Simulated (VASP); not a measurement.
# CdS (Greenockite): structure and properties in VASP

What structure does CdS (Greenockite) take at this level, and what are its properties? The steps: relaxing cell and atoms (r2SCAN), second relaxation, single point with fields (r2SCAN), band structure (r2SCAN), density of states (r2SCAN), vibrations at Γ (r2SCAN), bands along the symmetry lines (r2SCAN), changed input and ionic relaxation at fixed cell (r2SCAN), changed input. Left out of this account: 1 further run (core levels: core levels are not valid at this level). The start is a cell from a database of measured crystal structures.

Main program and level: VASP 6.6.1; r2SCAN; plane waves and PAW (Cd, S).

## 1. Starting point

Before any relaxation, the start is as follows. It takes space group P6_3mc (No. 186, hexagonal). The conventional cell has a = 4.137 Å, b = 4.137 Å, c = 6.714 Å, α = 90.00°, β = 90.00°, γ = 120.00°. Nearest to Cd lie 4 S at 2.52 to 2.53 Å. Nearest to S lie 4 Cd at 2.52 to 2.53 Å. Farther neighbours and most contacts between anions are not listed.

## 2. Relaxing cell and atoms (r2SCAN)

The start need not lie at this functional's minimum. ISIF = 3 frees volume, shape and positions, and EDIFFG sets the threshold on forces and stress at which the search stops. r2SCAN adds the kinetic-energy density, costs more than a GGA and is run with LASPH.

INCAR

```
SYSTEM = CdS
PREC = Accurate
ENCUT = 400
EDIFF = 1E-06
NELM = 100
ISMEAR = 0
SIGMA = 0.05
LREAL = .FALSE.
ALGO = Normal
METAGGA = R2SCAN
LASPH = .TRUE.
NBANDS = 24
LORBIT = 11
LWAVE = .FALSE.
LCHARG = .FALSE.
KPAR = 4
IBRION = 2
NSW = 60
ISIF = 3
EDIFFG = -0.01
```

POSCAR

```
CdS
1.0
    4.1370000000      0.0000000000      0.0000000000
   -2.0685000000      3.5827470955      0.0000000000
    0.0000000000      0.0000000000      6.7144000000
Cd S
2 2
Direct
    0.6666666667      0.3333333333      0.0000000000
    0.3333333333      0.6666666667      0.5000000000
    0.6666666667      0.3333333333      0.3750000000
    0.3333333333      0.6666666667      0.8750000000
```

KPOINTS

```
Automatic mesh
0
Gamma
6 6 3
0 0 0
```

PAW data sets: Cd and S (PBE family, release 64).

Command:

```console
mpirun -np 4 vasp_std
```

Log:

```text
[banner, memory and clock lines left out]
running    4 mpi-ranks, on    1 nodes
 distrk:  each k-point on    1 cores,    4 groups
 distr:  one band on    1 cores,    1 groups

 POSCAR found type information on POSCAR CdS
 POSCAR found :  2 types and       4 ions
|                                                                             |
|               ----> ADVICE to this user running VASP <----                  |
|                                                                             |
|     You enforced a specific xc type in the INCAR file but a different       |
|     [... a line on the potential file left out ...]
|     I HOPE YOU KNOW WHAT YOU ARE DOING!                                     |
|                                                                             |

 LDA part: xc-table for (None), standard interpolation
 POSCAR, INCAR and KPOINTS ok, starting setup
 FFT: planning ... GRIDC
 FFT: planning ... GRID_SOFT
 FFT: planning ... GRID
 WAVECAR not read
 entering main loop
       N       E                     dE             d eps       ncg     rms          rms(c)
DAV:   1     0.162122310100E+03    0.16212E+03   -0.15658E+04   672   0.115E+03
DAV:   2    -0.590414553911E+02   -0.22116E+03   -0.21503E+03   792   0.316E+02
DAV:   3    -0.696264496942E+02   -0.10585E+02   -0.10555E+02   800   0.718E+01
DAV:   4    -0.697205877133E+02   -0.94138E-01   -0.94107E-01   824   0.661E+00
DAV:   5    -0.697221963650E+02   -0.16087E-02   -0.16086E-02   856   0.824E-01    0.110E+01
DAV:   6    -0.593762210885E+02    0.10346E+02   -0.74916E+00   680   0.350E+01    0.128E+01
DAV:   7    -0.593366223026E+02    0.39599E-01   -0.70178E-01   776   0.696E+00    0.954E+00
DAV:   8    -0.593592229099E+02   -0.22601E-01   -0.23021E-01   712   0.524E+00    0.194E+00
DAV:   9    -0.593623419583E+02   -0.31190E-02   -0.40266E-02   824   0.137E+00    0.359E-01
DAV:  10    -0.593621107372E+02    0.23122E-03   -0.33660E-03   776   0.471E-01    0.186E-01
DAV:  11    -0.593622711058E+02   -0.16037E-03   -0.20053E-03   728   0.431E-01    0.119E-01
DAV:  12    -0.593622896467E+02   -0.18541E-04   -0.12899E-04   832   0.150E-01    0.605E-02
DAV:  13    -0.593623080443E+02   -0.18398E-04   -0.76437E-05   736   0.577E-02    0.272E-02
DAV:  14    -0.593623066495E+02    0.13948E-05   -0.69735E-06   824   0.339E-02    0.262E-03
DAV:  15    -0.593623068727E+02   -0.22316E-06   -0.31208E-07   456   0.510E-03
   1 F= -.59362307E+02 E0= -.59362307E+02  d E =-.593623E+02
 curvature:   0.00 expect dE= 0.000E+00 dE for cont linesearch  0.000E+00
 trial: gam= 0.00000 g(F)=  0.109E-02 g(S)=  0.224E-01 ort = 0.000E+00 (trialstep = 0.100E+01)
 search vector abs. value=  0.235E-01
 bond charge predicted
       N       E                     dE             d eps       ncg     rms          rms(c)
DAV:   1    -0.596023777934E+02   -0.24007E+00   -0.58935E+00   712   0.252E+01    0.416E+00
DAV:   2    -0.593918182049E+02    0.21056E+00   -0.58775E-01   704   0.940E+00    0.148E+00
DAV:   3    -0.593737344441E+02    0.18084E-01   -0.47512E-02   784   0.210E+00    0.131E+00
DAV:   4    -0.593689551563E+02    0.47793E-02   -0.76877E-03   712   0.587E-01    0.290E-01
DAV:   5    -0.593687668137E+02    0.18834E-03   -0.85878E-04   824   0.308E-01    0.109E-01
DAV:   6    -0.593687981632E+02   -0.31349E-04   -0.17787E-04   736   0.979E-02    0.420E-02
DAV:   7    -0.593688015130E+02   -0.33498E-05   -0.10199E-05   816   0.255E-02    0.868E-03
DAV:   8    -0.593688027504E+02   -0.12374E-05   -0.14178E-06   584   0.793E-03    0.222E-03
DAV:   9    -0.593688027073E+02    0.43073E-07   -0.15088E-07   440   0.345E-03
   2 F= -.59368803E+02 E0= -.59368803E+02  d E =-.649583E-02
[...]
3 F= -.59370348E+02 E0= -.59370348E+02  d E =-.804135E-02
[...]
4 F= -.59370346E+02 E0= -.59370346E+02  d E =-.803864E-02
 curvature:  -0.35 expect dE=-0.290E-04 dE for cont linesearch -0.931E-06
 ZBRENT: accuracy reached
 trial: gam=-0.00713 g(F)=  0.771E-04 g(S)=  0.707E-05 ort = 0.251E-03 (trialstep = 0.936E+00)
 search vector abs. value=  0.817E-04
 bond charge predicted
       N       E                     dE             d eps       ncg     rms          rms(c)
DAV:   1    -0.593703862756E+02   -0.41311E-04   -0.19999E-02   680   0.895E-01    0.735E-02
DAV:   2    -0.593704002084E+02   -0.13933E-04   -0.41639E-04   768   0.160E-01    0.260E-02
DAV:   3    -0.593703946522E+02    0.55562E-05   -0.13984E-05   800   0.319E-02    0.186E-02
DAV:   4    -0.593703931611E+02    0.14911E-05   -0.43827E-06   736   0.161E-02    0.605E-03
DAV:   5    -0.593703933759E+02   -0.21476E-06   -0.72901E-07   376   0.678E-03
   5 F= -.59370393E+02 E0= -.59370393E+02  d E =-.478622E-04
 trial-energy change:   -0.000048  1 .order   -0.000049   -0.000077   -0.000022
 step:   1.3073(harm=  1.3073)  dis= 0.00123  next Energy=   -59.370399 (dE=-0.538E-04)
 reached required accuracy - stopping structural energy minimisation
```

Run time: 65 s. Hardware: 4 MPI ranks of Intel Xeon 6975P-C (Granite Rapids), shared host; peak memory 0.81 GiB; 4.2 min of CPU time.

The logs omit lines about the potential files and the build; timing stands in the text.

From OUTCAR (step 2):

```text
ion  position               nearest neighbor table
   1  0.667  0.333  0.000-   3 2.52   4 2.53   4 2.53   4 2.53
   2  0.333  0.667  0.500-   4 2.52   3 2.53   3 2.53   3 2.53
   3  0.667  0.333  0.375-   1 2.52   2 2.53   2 2.53   2 2.53
   4  0.333  0.667  0.875-   2 2.52   1 2.53   1 2.53   1 2.53

  LATTYP: Found a hexagonal cell.
 ALAT       =     4.1370000000
 C/A-ratio  =     1.6230118443

 Subroutine GETGRP returns: Found 12 space group operations
 (whereof  6 operations were pure point group operations)

The static configuration has the point symmetry C_3v.
 The point group associated with its full space group is C_6v.

 Found     14 irreducible k-points:

   k-points           NKPTS =     14   k-points in BZ     NKDIM =     14   number of bands    NBANDS=     24

   dimension x,y,z NGX =    28 NGY =   28 NGZ =   48
   dimension x,y,z NGXF=    56 NGYF=   56 NGZF=   96

   ENCUT  =  400.0 eV  29.40 Ry    5.42 a.u.   6.75  6.75 10.95*2*pi/ulx,y,z

   NELECT =      36.0000    total number of electrons

 k-points in reciprocal lattice and weights: Automatic mesh
   0.00000000  0.00000000  0.00000000       0.009
   0.16666667  0.00000000  0.00000000       0.056
   0.33333333  0.00000000  0.00000000       0.056
   0.50000000  0.00000000  0.00000000       0.028
   0.16666667  0.16666667  0.00000000       0.056
   0.33333333  0.16666667  0.00000000       0.111
   0.33333333  0.33333333  0.00000000       0.019
   0.00000000  0.00000000  0.33333333       0.019
   0.16666667  0.00000000  0.33333333       0.111
[...]
0.33333333  0.16666667  0.33333333       0.222
   0.33333333  0.33333333  0.33333333       0.037

 average (electrostatic) potential at core
       1 -44.9392       2 -44.9392       3 -92.2960       4 -92.2960

 E-fermi :   1.1303

 k-point     1 :       0.0000    0.0000    0.0000
  band No.  band energies     occupation
    ...
     14       0.1249      2.00000
     15       0.1249      2.00000
     16       0.8238      2.00000
     17       0.8714      2.00000
     18       0.8714      2.00000
     19       2.4965      0.00000
     20       4.1122      0.00000
     21       7.8666      0.00000
     22       7.8666      0.00000
     23       8.1692      0.00000
    ...

 k-point     2 :       0.1667    0.0000    0.0000
  band No.  band energies     occupation
    ...
     14      -0.8252      2.00000
     15      -0.2741      2.00000
     16      -0.1894      2.00000
     17       0.6268      2.00000
     18       0.6858      2.00000
     19       3.5960      0.00000
     20       4.9672      0.00000
     21       7.0702      0.00000
     22       8.1560      0.00000
     23       8.2439      0.00000
    ...

 k-point     3 :       0.3333    0.0000    0.0000
  band No.  band energies     occupation
    ...
     14      -2.0629      2.00000
     15      -1.6292      2.00000
     16      -0.7368      2.00000
     17       0.0612      2.00000
     18       0.3117      2.00000
     19       4.7231      0.00000
     20       5.2776      0.00000
     21       6.5873      0.00000
     22       7.5012      0.00000
     23       8.4529      0.00000
    ...

  Total        0.0239320      0.0239320     -0.0035828      0.0000000      0.0000000      0.0000000
  in kB        0.3783062      0.3783062     -0.0566354      0.0000000      0.0000000      0.0000000
  external PRESSURE =       0.2333257 kB  Pullay stress =       0.0000000 kB

  energy-cutoff  :      400.00
  volume of cell :      101.36
      direct lattice vectors                 reciprocal lattice vectors
     4.157178631  0.000000000 -0.000000000     0.240547758  0.138880313 -0.000000000
    -2.078589315  3.600222302  0.000000000     0.000000000  0.277760626  0.000000000
     0.000000000 -0.000000000  6.772010994     0.000000000  0.000000000  0.147666624

 POSITION                                       TOTAL-FORCE (eV/Angst)
 -----------------------------------------------------------------------------------
      2.07859      1.20007      6.76864        -0.000000      0.000000     -0.009157
     -0.00000      2.40015      3.38264        -0.000000      0.000000     -0.009157
      2.07859      1.20007      2.54287         0.000000     -0.000000      0.009157
     -0.00000      2.40015      5.92888         0.000000     -0.000000      0.009157
 -----------------------------------------------------------------------------------
    total drift:                                0.000000      0.000000      0.006108

  FREE ENERGIE OF THE ION-ELECTRON SYSTEM (eV)
  ---------------------------------------------------
  free  energy   TOTEN  =       -59.3703933759 eV

  energy  without entropy=      -59.3703933759  energy(sigma->0) =      -59.37039338

 reached required accuracy - stopping structural energy minimisation

 total charge
# of ion       s       p       d       tot
------------------------------------------
    1        0.401   0.308   9.578  10.286
    2        0.401   0.308   9.578  10.286
    3        1.311   2.424   0.000   3.735
    4        1.311   2.424   0.000   3.735
--------------------------------------------------
tot          3.422   5.465  19.156  28.043

[... 3 further parts left out ...]
```

CONTCAR:

```
CdS
   1.00000000000000
     4.1571786305880156    0.0000000000000000   -0.0000000000000000
    -2.0785893152940078    3.6002223022034436    0.0000000000000000
     0.0000000000000000   -0.0000000000000000    6.7720109939866990
  Cd              S
     2     2
Direct
     0.6666666667000030    0.3333333332999970    0.9995022935472326
     0.3333333332999970    0.6666666667000030    0.4995022935472326
     0.6666666667000030    0.3333333332999970    0.3754977064527674
     0.3333333332999970    0.6666666667000030    0.8754977064527674
```

The gap is read on the k-mesh alone, so it is an upper bound where the band edges lie off the mesh. The PAW data sets were made with PBE, which is usual practice but a small mismatch for other functionals. The run keeps the 12 symmetry operations of its start, so it cannot find a distortion of lower symmetry.

The steps of the relaxation:

| step | energy less that of the first step (eV) | largest force (eV/Å) | pressure (GPa) | volume (Å³) |
| --- | --- | --- | --- | --- |
| 1 | 0.0000 | 0.0751 | 1.23 | 99.52 |
| 2 | -0.0065 | 0.0022 | -0.54 | 102.28 |
| 3 | -0.0080 | 0.0190 | -0.02 | 101.43 |
| 4 | -0.0080 | 0.0200 | -0.01 | 101.39 |
| 5 | -0.0081 | 0.0092 | 0.02 | 101.36 |

| conventional cell, symmetrised | before | after | change |
| --- | --- | --- | --- |
| a (Å) | 4.137 | 4.157 | +0.5 % |
| b (Å) | 4.137 | 4.157 | +0.5 % |
| c (Å) | 6.714 | 6.772 | +0.9 % |
| volume (Å³/atom) | 24.88 | 25.34 | +1.8 % |

Final coordinates:

```
Cd S
1.0
     4.15718    0.00000    0.00000
    -2.07859    3.60022    0.00000
     0.00000    0.00000    6.77201
Cd S
2 2
Direct
  0.66667 0.33333 0.99950
  0.33333 0.66667 0.49950
  0.66667 0.33333 0.37550
  0.33333 0.66667 0.87550
```

A gap read on the k-mesh alone can miss the band edges.

This step gave:

| Item | Value |
| --- | --- |
| electrons | 36 |
| bands | 24 |
| irreducible k-points | 14 |
| symmetry operations | 12 |
| free energy (TOTEN) | -59.3704 eV |
| Fermi energy | 1.130 eV |
| pressure | 0.02333 GPa |
| metallic | no |
| valence top at k | 0, 0, 0 |
| conduction bottom at k | 0, 0, 0 |
| least direct gap at k | 0, 0, 0 |
| SCF cycles over all ionic steps | 40 |
| gap on the k-mesh | 1.625 eV |
| least direct gap on the k-mesh | 1.625 eV |

It ends with a largest force of 0.009 eV/Å and a pressure of 0.02 GPa. The volume lies +1.8 % from that of the database's start.

(Continued in part 2 of 5.)

[Lines on the potential files, build, host, timing and source positions are cut from VASP's logs without a mark.]

[Logs are printed without paths, hosts, clocks, repeated set-up lines and the standing remarks that a program may print on its own settings, such as how far it seeks lower states.]

[Hosts, paths, dates, database ids (printed as entryN), source tags and the programs' standing remarks are cut or masked in the printed files.]

[A measured line is paired with the nearest computed mode of its activity, which favours agreement.]
